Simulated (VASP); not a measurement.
InSb: band structure with PBE0

**Experimental background.**

From “Electronic Structure and Epitaxy of CdTe Shells on InSb Nanowires”, 2021, arxiv:2111.05126, for a bulk crystal of InSb: band gap 0.24 eV.

Crystal: InSb.

```
In Sb
1.0
     0.00000    3.26032    3.26032
     3.26032    0.00000    3.26032
     3.26032    3.26032    0.00000
In Sb
1 1
Direct
  0.00000 0.00000 0.00000
  0.25000 0.25000 0.25000
```

- Program: VASP 6.6.1
- Task: band structure
- Functional: PBE0
- Potentials or basis: VASP PAW PBE potentials, release 64 (In_d, Sb)
- Cutoff: 520 eV
- k mesh: 4 × 4 × 4
- Occupations: gaussian, width 0.03 eV
- Spin: no spin polarisation
- Grid for exact exchange (PRECFOCK): Fast
- Exchange at q = 0: truncated
- Further INCAR settings: ALGO = Normal; EDIFF = 1e-07; NBANDS = 16

| Property | Result |
| --- | --- |
| Pressure | 0.0 GPa |
| Band gap on the k mesh | 1.07 eV, direct |
| Band gap along the path | 1.07 eV, direct |

Levels at points of the mesh, in eV from the valence-band top:
```tsv
k point	band 5	band 6	band 7	band 8	band 9	band 10	band 11	band 12	band 13	band 14
(0.00, 0.00, 0.00)	-16.37	-11.72	0.00	0.00	0.00	1.07	4.31	4.31	4.31	7.24
(0.50, 0.00, 0.00)	-16.37	-10.23	-6.08	-1.08	-1.08	1.79	5.20	5.20	7.57	9.89
(0.50, 0.50, 0.00)	-16.36	-9.56	-6.41	-2.44	-2.44	2.58	2.59	9.89	9.89	10.46
```

It took 3.6 min on 4 MPI ranks on Intel(R) Xeon(R) Platinum 8375C CPU @ 2.90GHz (Ice Lake), with other jobs on the host, peak memory 0.23 GiB a rank.

Measured gap of InSb: 0.24 eV (quoted in “Electronic Structure and Epitaxy of CdTe Shells on InSb Nanowires”, 2021, arxiv:2111.05126). This calculation gives 1.07 eV (+0.83 eV). Spin-orbit coupling on In, Sb is left out. The value is that of PBE0, without temperature or zero-point motion.

Caveat: the PAW data sets were made with another functional, which shifts forces and pressure a little; spin-orbit coupling is left out, which moves the levels of the heavy elements.
